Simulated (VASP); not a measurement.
Energy against volume of BAs (zinc blende). Level of theory: PW91 GGA, VASP's PBE PAW potentials (set 64) (plane waves; VASP). Numerical set-up: 520 eV cut-off, 9×9×9 Γ-centred mesh, Gaussian smearing of 0.050 eV, potentials B As.

| V (Å³/atom) | E (eV/atom) |
|---|---|
| 13.148 | -5.68918 |
| 13.568 | -5.70684 |
| 13.987 | -5.71238 |
| 14.407 | -5.70754 |

Question: Fit these four points and predict the energy of the run at 14.827 Å³/atom.

Answer: A cubic in V^(−2/3), the third-order Birch-Murnaghan form, passes through the four points with V0 = 13.99 Å³/atom and B0 = 132 GPa, and gives -5.6938 eV/atom there. The run gave -5.6938 eV/atom, -0.0 meV/atom from the fit; all five points give B0 = 132 GPa.

The compound is BAs in the zinc blende structure. It was relaxed first.
